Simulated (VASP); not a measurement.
Here is the system:

```xyz
63
Lattice="10.9371 0.0000 0.0000 0.0000 10.9371 0.0000 0.0000 0.0000 10.9371" Properties=species:S:1:pos:R:3 pbc="T T T"
Si     5.4685     0.0000     0.0000
Si     6.8357     1.3671     1.3671
Si     8.2028     2.7343     0.0000
Si     9.5699     4.1014     1.3671
Si     8.2028     0.0000     2.7343
Si     9.5699     1.3671     4.1014
Si     0.0000     0.0000     0.0000
Si     1.3671     1.3671     1.3671
Si     2.7343     2.7343     0.0000
Si     4.1014     4.1014     1.3671
Si     5.4685     5.4685     0.0000
Si     6.8357     6.8357     1.3671
Si     8.2028     8.2028     0.0000
Si     9.5699     9.5699     1.3671
Si     2.7343     0.0000     2.7343
Si     4.1014     1.3671     4.1014
Si     5.4583     2.7615     2.7609
Si     8.1810     5.4373     2.7314
Si     9.5699     6.8357     4.1014
Si     5.4685     0.0000     5.4685
Si     6.8357     1.3671     6.8357
Si     8.1707     2.7462     5.4661
Si     9.5699     4.1014     6.8357
Si     8.2028     0.0000     8.2028
Si     9.5699     1.3671     9.5699
Si     0.0000     5.4685     0.0000
Si     1.3671     6.8357     1.3671
Si     2.7343     8.2028     0.0000
Si     4.1014     9.5699     1.3671
Si     0.0000     2.7343     2.7343
Si     1.3671     4.1014     4.1014
Si     2.7343     5.4685     2.7343
Si     4.1014     6.8357     4.1014
Si     5.4685     8.2028     2.7343
Si     6.8357     9.5699     4.1014
Si     0.0000     0.0000     5.4685
Si     1.3671     1.3671     6.8357
Si     2.7343     2.7343     5.4685
Si     4.1014     4.1014     6.8357
Si     6.8357     6.8357     6.8357
Si     8.2028     8.2028     5.4685
Si     9.5699     9.5699     6.8357
Si     2.7343     0.0000     8.2028
Si     4.1014     1.3671     9.5699
Si     5.4685     2.7343     8.2028
Si     6.8357     4.1014     9.5699
Si     8.2028     5.4685     8.2028
Si     9.5699     6.8357     9.5699
Si     0.0000     8.2028     2.7343
Si     1.3671     9.5699     4.1014
Si     0.0000     5.4685     5.4685
Si     1.3671     6.8357     6.8357
Si     2.7343     8.2028     5.4685
Si     4.1014     9.5699     6.8357
Si     0.0000     2.7343     8.2028
Si     1.3671     4.1014     9.5699
Si     2.7343     5.4685     8.2028
Si     4.1014     6.8357     9.5699
Si     5.4685     8.2028     8.2028
Si     6.8357     9.5699     9.5699
Si     0.0000     8.2028     8.2028
Si     1.3671     9.5699     9.5699
C      5.5004     5.4196     5.4736
```

These are PBE GGA, VASP's PBE PAW potentials (set 64) (plane waves; VASP) values and carry that method's errors. Run with PREC = Normal, LREAL = Auto, ISYM = 0, EDIFF = 1E-5, 400 eV cut-off, 1×1×1 Γ-centred mesh, Gaussian smearing of 0.050 eV, potentials Si C. Starting moments (MAGMOM): 63*0.0317. The cell's moment is fixed (NUPDOWN = 2).

The supercell is sampled at Γ alone, which is coarse: total energies, pressure and levels can be off, energies of defects by several tenths of an eV.

Question: The ions are relaxed. Give the cell that the relaxation ends in.

Answer: 
```xyz
63
Lattice="10.9371 0.0000 0.0000 0.0000 10.9371 0.0000 0.0000 0.0000 10.9371" Properties=species:S:1:pos:R:3 pbc="T T T"
Si     5.4608    10.9317    10.9322
Si     6.8876     1.3477     1.3489
Si     8.2264     2.7214    10.9032
Si     9.5915     4.0742     1.3452
Si     8.2271    10.8987     2.7189
Si     9.5915     1.3442     4.0701
Si     0.0044    10.9327    10.9316
Si     1.4002     1.3574     1.3577
Si     2.7664     2.7384     0.0102
Si     4.1674     4.1129     1.4206
Si     5.4772     5.4708     0.0025
Si     6.8456     6.8043     1.3982
Si     8.1948     8.1800    10.9352
Si     9.5875     9.5325     1.3502
Si     2.7632     0.0061     2.7384
Si     4.1599     1.4107     4.1156
Si     5.5538     2.7066     2.7211
Si     8.1987     5.3895     2.7044
Si     9.5222     6.7826     4.0947
Si     5.4732    10.9331     5.4744
Si     6.8405     1.3956     6.8034
Si     8.1903     2.6972     5.3833
Si     9.5143     4.0973     6.7730
Si     8.1949    10.9352     8.1810
Si     9.5852     1.3526     9.5335
Si     0.0091     5.4689    10.9273
Si     1.4071     6.8054     1.4163
Si     2.7248     8.2042     0.0309
Si     4.1303     9.5285     1.4152
Si     0.0245     2.7207     2.7188
Si     1.3759     4.0943     4.0951
Si     2.8228     5.4677     2.8392
Si     4.2432     6.6996     4.3858
Si     5.4724     8.1140     2.8328
Si     6.8413     9.5604     4.0955
Si     0.0086    10.9274     5.4715
Si     1.4059     1.4167     6.8078
Si     2.8217     2.8377     5.4693
Si     4.2433     4.3859     6.6982
Si     6.5545     6.7002     6.6995
Si     8.1021     8.1135     5.4633
Si     9.5229     9.5287     6.8061
Si     2.7237     0.0292     8.2078
Si     4.1297     1.4157     9.5297
Si     5.4713     2.8332     8.1142
Si     6.8413     4.0947     9.5611
Si     8.1002     5.4633     8.1129
Si     9.5225     6.8043     9.5294
Si    10.9304     8.1723     2.7420
Si     1.3855     9.5584     4.1010
Si    10.9266     5.4600     5.4592
Si     1.3444     6.8436     6.8471
Si     2.7347     8.1928     5.4935
Si     4.0846     9.5835     6.8496
Si    10.9250     2.7428     8.1693
Si     1.3857     4.1003     9.5579
Si     2.7371     5.4899     8.1945
Si     4.0861     6.8447     9.5881
Si     5.4364     8.1980     8.2029
Si     6.8415     9.5600     9.5598
Si    10.9019     8.2049     8.2079
Si     1.3663     9.5676     9.5695
C      5.1086     5.8315     5.8310
``` The cell ends with 2.00 μB, on the first 30 sites 0.01 0.01 0.00 0.01 0.00 0.01 0.01 0.00 0.00 0.01 0.00 0.01 0.01 0.00 0.01 0.01 0.01 0.14 0.00 0.00 0.01 0.12 0.00 0.01 0.00 0.02 0.00 0.01 0.00 0.00 μB.

Question: How much energy does the relaxation gain?

Answer: The energy (σ→0) changes by -42.6 meV/atom, in 22 ionic steps.

The cell is a supercell with a defect, built from Si (diamond): C_Si-vac_Si.
